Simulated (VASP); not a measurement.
Calculation: PBE GGA, VASP's PBE PAW potentials (set 64) (plane waves; VASP 6.6.1).

VASP ran on this input.

### POSCAR
```
SiC
1
    0.0000000000     2.1800000000     2.1800000000
    2.1800000000     0.0000000000     2.1800000000
    2.1800000000     2.1800000000     0.0000000000
Si C
1 1
Direct
  0.0000000000   0.0000000000   0.0000000000
  0.2500000000   0.2500000000   0.2500000000
```

KPOINTS:
```
Automatic mesh
0
Gamma
10 10 10
0 0 0
```

INCAR:
```
! general
SYSTEM = SiC
PREC   = Accurate
ENCUT  = 400
LREAL  = F
LASPH  = T

! electronic loop
EDIFF  = 1E-6
NELM   = 100
ALGO   = Normal

! smearing
ISMEAR = -1
SIGMA  = 0.02

! functional
GGA    = PE

! ions
ISIF   = 2

! output
LWAVE  = F
LCHARG = F
```

POTCAR, in this order: Si C (PBE.64 set). Program: vasp_std.

Output of the run:

**OSZICAR**
```
       N       E                     dE             d eps       ncg     rms          rms(c)
DAV:   1     0.953316207176E+00    0.95332E+00   -0.36212E+03   808   0.685E+02
DAV:   2    -0.166214116621E+02   -0.17575E+02   -0.15806E+02  1104   0.940E+01
DAV:   3    -0.168970410362E+02   -0.27563E+00   -0.27563E+00   872   0.148E+01
DAV:   4    -0.168977362273E+02   -0.69519E-03   -0.69519E-03  1208   0.774E-01
DAV:   5    -0.168977363857E+02   -0.15840E-06   -0.15840E-06   848   0.102E-02    0.876E+00
DAV:   6    -0.151251933528E+02    0.17725E+01   -0.74505E+00   824   0.154E+01    0.388E+00
DAV:   7    -0.150700890353E+02    0.55104E-01   -0.34686E-01  1136   0.414E+00    0.179E+00
DAV:   8    -0.150624997594E+02    0.75893E-02   -0.18762E-02   792   0.124E+00    0.159E-01
DAV:   9    -0.150627769138E+02   -0.27715E-03   -0.79262E-04  1176   0.238E-01    0.105E-01
DAV:  10    -0.150628844804E+02   -0.10757E-03   -0.20014E-04  1032   0.112E-01    0.218E-02
DAV:  11    -0.150628853146E+02   -0.83417E-06   -0.39650E-05   936   0.388E-02    0.540E-03
DAV:  12    -0.150628855039E+02   -0.18928E-06   -0.15377E-06   680   0.952E-03
   1 F= -.15062886E+02 E0= -.15062886E+02  d E =-.760740E-11
```

**OUTCAR**
```
------------------------ aborting loop because EDIFF is reached ----------------------------------------
  FORCE on cell =-STRESS in cart. coord.  units (eV):
  Direction    XX          YY          ZZ          XY          YZ          ZX
  --------------------------------------------------------------------------------------
  Total        0.2266200      0.2266200      0.2266200      0.0000000      0.0000000     -0.0000000
  in kB       17.5230338     17.5230338     17.5230338      0.0000000      0.0000000     -0.0000000
  external PRESSURE =      17.5230338 kB  Pullay stress =       0.0000000 kB
  volume of cell :       20.72
      direct lattice vectors                 reciprocal lattice vectors
     0.000000000  2.180000000  2.180000000    -0.229357798  0.229357798  0.229357798
     2.180000000  0.000000000  2.180000000     0.229357798 -0.229357798  0.229357798
     2.180000000  2.180000000  0.000000000     0.229357798  0.229357798 -0.229357798
  FREE ENERGIE OF THE ION-ELECTRON SYSTEM (eV)
  ---------------------------------------------------
  free  energy   TOTEN  =       -15.0628855039 eV

  energy  without entropy=      -15.0628855039  energy(sigma->0) =      -15.06288550
```
(Selected blocks of OUTCAR.)

At this cut-off the stress carries a Pulay error, which pulls relaxed volumes low.

The structure is a typed SiC crystal (F-43m). The cell was not relaxed at this level.
